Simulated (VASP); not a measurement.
```xyz
8
Lattice="6.0932 -0.0169 0.0000 -0.0169 6.0932 0.0000 0.0000 0.0000 6.1522" Properties=species:S:1:pos:R:3 pbc="T T T"
Sn     0.0000     0.0000     6.0431
Sn     1.5191     1.5191     1.6471
Sn     3.0382     3.0382     6.0431
Sn     4.5572     4.5572     1.6471
Ge     3.0466    -0.0084     3.1736
Ge     4.5657     1.5106     4.5167
Ge    -0.0084     3.0466     3.1736
Ge     1.5106     4.5657     4.5167
```

Calculation: PBEsol GGA, VASP's PBE PAW potentials (set 64) (plane waves; VASP). Numerical set-up: 400 eV cut-off, 6×6×6 Γ-centred mesh, tetrahedra with Blöchl corrections, potentials Sn_d Ge_d.

The cores are frozen, which limits the accuracy of field gradients.

**Question.** Give the principal components of the electric field gradient (V/Å²) and the asymmetry η at each nucleus.

**Answer.** 
```tsv
atom	Vxx	Vyy	Vzz	η
Sn1	20.1	2.4	-22.5	0.79
Sn2	20.1	2.4	-22.5	0.79
Sn3	20.1	2.4	-22.5	0.79
Sn4	20.1	2.4	-22.5	0.79
Ge5	17.5	0.7	-18.2	0.92
Ge6	17.5	0.7	-18.2	0.92
Ge7	17.5	0.7	-18.2	0.92
Ge8	17.5	0.7	-18.2	0.92
```

The structure was generated: Sn4Ge4 was put into an ordered model structure (Pmma), which need not be its known phase. It was relaxed first.
